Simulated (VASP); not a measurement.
Method: LDA (Ceperley-Alder, Perdew-Zunger), VASP's LDA PAW potentials (set 64) (plane waves; VASP).

Input for VASP

### POSCAR
```
CdSe
1
    2.1311825599    -3.6913162439     0.0000000000
    2.1311825599     3.6913162439     0.0000000000
    0.0000000000     0.0000000000     6.9516230557
Cd Se
2 2
Direct
  0.6666670000   0.3333330000   0.5000118906
  0.3333330000   0.6666670000   0.0000118906
  0.6666670000   0.3333330000   0.8759881094
  0.3333330000   0.6666670000   0.3759881094
```

INCAR:
```
! general
SYSTEM  = CdSe
PREC    = Accurate
ENCUT   = 520   ! plane-wave cut-off (eV)
LREAL   = .FALSE.
LASPH   = .TRUE.
ICHARG  = 11

! electronic loop
EDIFF   = 1E-7   ! SCF stop (eV)
NELM    = 100
ALGO    = Normal   ! blocked Davidson
LMAXMIX = 4

! smearing
ISMEAR  = 0   ! Gaussian
SIGMA   = 0.05   ! width (eV)

! output
LWAVE   = .FALSE.
LCHARG  = .FALSE.
LORBIT  = 11
```

### KPOINTS
```
k-points along high-symmetry lines
10
Line-mode
Reciprocal
  0.000000   0.000000   0.000000 ! GAMMA
  0.000000   0.500000   0.000000 ! M

  0.000000   0.500000   0.000000 ! M
 -0.333333   0.666667   0.000000 ! K

 -0.333333   0.666667   0.000000 ! K
  0.000000   0.000000   0.000000 ! GAMMA

  0.000000   0.000000   0.000000 ! GAMMA
  0.000000   0.000000   0.500000 ! A

  0.000000   0.000000   0.500000 ! A
  0.000000   0.500000   0.500000 ! L

  0.000000   0.500000   0.500000 ! L
 -0.333333   0.666667   0.500000 ! H

 -0.333333   0.666667   0.500000 ! H
  0.000000   0.000000   0.500000 ! A

  0.000000   0.500000   0.500000 ! L
  0.000000   0.500000   0.000000 ! M

 -0.333333   0.666667   0.500000 ! H
 -0.333333   0.666667   0.000000 ! K
```

POTCAR, in this order: Cd Se (LDA.64 set). Program: vasp_std. Read from the step before: CHGCAR.

Output of the run:

OSZICAR:
```
       N       E                     dE             d eps       ncg     rms          rms(c)
DAV:   1     0.244726401933E+03    0.24473E+03   -0.17459E+04  3960   0.148E+03
DAV:   2     0.165635024918E+00   -0.24456E+03   -0.23961E+03  4452   0.358E+02
DAV:   3    -0.125514201990E+02   -0.12717E+02   -0.12622E+02  4662   0.812E+01
DAV:   4    -0.126668009528E+02   -0.11538E+00   -0.11531E+00  4446   0.735E+00
DAV:   5    -0.126678455516E+02   -0.10446E-02   -0.10445E-02  4784   0.615E-01
DAV:   6    -0.126678644822E+02   -0.18931E-04   -0.18929E-04  4466   0.712E-02
DAV:   7    -0.126678650126E+02   -0.53047E-06   -0.53044E-06  4768   0.953E-03
DAV:   8    -0.126678650310E+02   -0.18389E-07   -0.18405E-07  3502   0.146E-03
   1 F= -.12667865E+02 E0= -.12667865E+02  d E =-.244608E-12
```

### OUTCAR
```
 val. band max:        1.0508963195   @ k =  -0.0000   0.0000   0.0000

 cond. band min:       1.5322970761   @ k =  -0.0000   0.0000   0.0000



 k-point     1 :       0.0000    0.0000    0.0000
  band No.  band energies     occupation
      1     -11.7660      2.00000
      2     -11.3548      2.00000
      3      -6.9961      2.00000
      4      -6.9895      2.00000
      5      -6.9895      2.00000
      6      -6.9161      2.00000
      7      -6.9161      2.00000
      8      -6.6272      2.00000
      9      -6.6272      2.00000
     10      -6.5570      2.00000
     11      -6.5570      2.00000
     12      -6.2713      2.00000
     13      -3.5909      2.00000
     14       0.2300      2.00000
     15       0.2300      2.00000
     16       0.9966      2.00000
     17       1.0509      2.00000
     18       1.0509      2.00000
     19       1.5323      0.00000
     20       3.0806      0.00000
     21       6.7637      0.00000
     22       6.7637      0.00000

 k-point     2 :       0.0000    0.0556    0.0000
  band No.  band energies     occupation
      1     -11.7554      2.00000
      2     -11.3498      2.00000
      3      -6.9938      2.00000
      4      -6.9856      2.00000
      5      -6.9814      2.00000
      6      -6.9118      2.00000
      7      -6.9108      2.00000
      8      -6.6292      2.00000
      9      -6.6274      2.00000
     10      -6.5613      2.00000
     11      -6.5562      2.00000
     12      -6.2646      2.00000
     13      -3.5699      2.00000
     14       0.0559      2.00000
     15       0.1853      2.00000
     16       0.6511      2.00000
     17       0.9753      2.00000
     18       1.0261      2.00000
     19       1.9184      0.00000
     20       3.2540      0.00000
     21       6.6312      0.00000
     22       6.8165      0.00000

 k-point     3 :       0.0000    0.1111    0.0000
  band No.  band energies     occupation
      1     -11.7245      2.00000
      2     -11.3357      2.00000
...
```

The density is held fixed in this step, so its total energy and stress have no physical meaning.

The compound is CdSe in the wurtzite structure. It was relaxed first.
